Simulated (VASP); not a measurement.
Here is a VASP 6.6.1 calculation.

The input INCAR:

```
SYSTEM = Si24H8Cl
PREC = Accurate
ENCUT = 400
EDIFF = 1E-6
ISMEAR = 0
SIGMA = 0.05
LREAL = Auto
LASPH = .TRUE.
NELM = 100
ALGO = Fast
ISIF = 2
LWAVE = .FALSE.
LCHARG = .FALSE.
GGA = PE
IVDW = 12
IBRION = 2
NSW = 120
EDIFFG = -0.03
ISYM = 0
NCORE = 4
```

The input KPOINTS:

```
Automatic mesh
0
G
  1 1 1
  0 0 0
```

POSCAR

```
Si24H8Cl
1.0
    7.6805938572      7.6805938572      0.0000000000
   -7.6805938572      7.6805938572      0.0000000000
    0.0000000000      0.0000000000     23.4276500000
Si H Cl
48 16 2
Selective dynamics
Direct
    0.7005149941      0.2994850059      0.4169282877  T T T
    0.7994850059      0.7005149941      0.4169282877  T T T
    0.0494850059      0.9505149941      0.4310142076  T T T
    0.2994850059      0.2005149941      0.4169282877  T T T
    0.9505149941      0.5494850059      0.4451001274  T T T
    0.2005149941      0.7994850059      0.4310142076  T T T
    0.4505149941      0.0494850059      0.4451001274  T T T
    0.5494850059      0.4505149941      0.4451001274  T T T
    0.8750000000      0.3750000000      0.3773276449  T T T
    0.8750000000      0.8750000000      0.3773276449  T T T
    0.1250000000      0.1250000000      0.3773276449  T T T
    0.3750000000      0.3750000000      0.3773276449  T T T
    0.1250000000      0.6250000000      0.3773276449  T T T
    0.3750000000      0.8750000000      0.3773276449  T T T
    0.6250000000      0.1250000000      0.3773276449  T T T
    0.6250000000      0.6250000000      0.3773276449  T T T
    0.0000000000      0.2500000000      0.3193726217  T T T
    0.0000000000      0.7500000000      0.3193726217  T T T
    0.2500000000      0.0000000000      0.3193726217  T T T
    0.5000000000      0.2500000000      0.3193726217  T T T
    0.2500000000      0.5000000000      0.3193726217  T T T
    0.5000000000      0.7500000000      0.3193726217  T T T
    0.7500000000      0.0000000000      0.3193726217  T T T
    0.7500000000      0.5000000000      0.3193726217  T T T
    0.8750000000      0.1250000000      0.2614175984  T T T
    0.8750000000      0.6250000000      0.2614175984  T T T
    0.1250000000      0.8750000000      0.2614175984  T T T
    0.3750000000      0.1250000000      0.2614175984  T T T
    0.1250000000      0.3750000000      0.2614175984  T T T
    0.3750000000      0.6250000000      0.2614175984  T T T
    0.6250000000      0.8750000000      0.2614175984  T T T
    0.6250000000      0.3750000000      0.2614175984  T T T
    0.7500000000      0.2500000000      0.2034625752  T T T
    0.7500000000      0.7500000000      0.2034625752  T T T
    0.0000000000      0.0000000000      0.2034625752  T T T
    0.2500000000      0.2500000000      0.2034625752  T T T
    0.0000000000      0.5000000000      0.2034625752  T T T
    0.2500000000      0.7500000000      0.2034625752  T T T
    0.5000000000      0.0000000000      0.2034625752  T T T
    0.5000000000      0.5000000000      0.2034625752  T T T
    0.8750000000      0.3750000000      0.1455075520  F F F
    0.8750000000      0.8750000000      0.1455075520  F F F
    0.1250000000      0.1250000000      0.1455075520  F F F
    0.3750000000      0.3750000000      0.1455075520  F F F
    0.1250000000      0.6250000000      0.1455075520  F F F
    0.3750000000      0.8750000000      0.1455075520  F F F
    0.6250000000      0.1250000000      0.1455075520  F F F
    0.6250000000      0.6250000000      0.1455075520  F F F
    0.9516281893      0.2983718107      0.1067115140  F F F
    0.7983718107      0.4516281893      0.1067115140  F F F
    0.9516281893      0.7983718107      0.1067115140  F F F
    0.7983718107      0.9516281893      0.1067115140  F F F
    0.2016281893      0.0483718107      0.1067115140  F F F
    0.0483718107      0.2016281893      0.1067115140  F F F
    0.4516281893      0.2983718107      0.1067115140  F F F
    0.2983718107      0.4516281893      0.1067115140  F F F
    0.2016281893      0.5483718107      0.1067115140  F F F
    0.0483718107      0.7016281893      0.1067115140  F F F
    0.4516281893      0.7983718107      0.1067115140  F F F
    0.2983718107      0.9516281893      0.1067115140  F F F
    0.7016281893      0.0483718107      0.1067115140  F F F
    0.5483718107      0.2016281893      0.1067115140  F F F
    0.7016281893      0.5483718107      0.1067115140  F F F
    0.5483718107      0.7016281893      0.1067115140  F F F
    0.2488990507      0.7511009493      0.5162178489  T T T
    0.2511009493      0.2488990507      0.5021319290  T T T
```

Potentials or basis: VASP PAW PBE potentials, release 64 (Si, H, Cl).

Launch:

```console
$ cat potpaw_PBE.64/Si/POTCAR potpaw_PBE.64/H/POTCAR potpaw_PBE.64/Cl/POTCAR > POTCAR
$ mpirun -np 8 vasp_gam > vasp.out
```

**Question.** What does it give for the dispersion energy per atom?

**Answer.** -0.195 eV.

**Question.** Predict the energy gained by relaxing.

**Answer.** 35.3 meV/atom.

**Question.** Predict the band gap on the k mesh.

**Answer.** 0.49 eV, direct.

The path:
```csv
step,energy change (eV),largest force (eV/Å),pressure (GPa)
1,0.0000,1.7127,0.13
2,-1.1335,1.1731,0.08
3,-1.4074,1.1490,0.14
4,-1.7359,0.7114,0.14
5,-1.7539,0.7805,0.15
6,-1.9343,0.4200,0.20
7,-1.9608,0.5636,0.23
8,-2.0648,0.4090,0.28
9,-2.0797,0.3393,0.30
10,-2.1365,0.3094,0.32
11,-2.1468,0.3447,0.33
12,-2.1965,0.3449,0.33
13,-2.2118,0.3646,0.34
14,-2.2538,0.3834,0.36
15,-2.2556,0.3888,0.36
16,-2.2846,0.3702,0.37
17,-2.2859,0.3680,0.38
18,-2.3023,0.3460,0.39
19,-2.3042,0.3365,0.39
20,-2.3130,0.3334,0.40
21,-2.3130,0.3334,0.40
22,-2.3170,0.3277,0.42
23,-2.3170,0.3279,0.42
24,-2.3196,0.3165,0.42
25,-2.3197,0.3142,0.42
26,-2.3218,0.3098,0.44
27,-2.3219,0.3092,0.44
28,-2.3239,0.3152,0.44
29,-2.3241,0.3179,0.45
30,-2.3256,0.3236,0.45
31,-2.3257,0.3256,0.46
32,-2.3266,0.3298,0.46
33,-2.3267,0.3299,0.46
34,-2.3275,0.3326,0.46
```
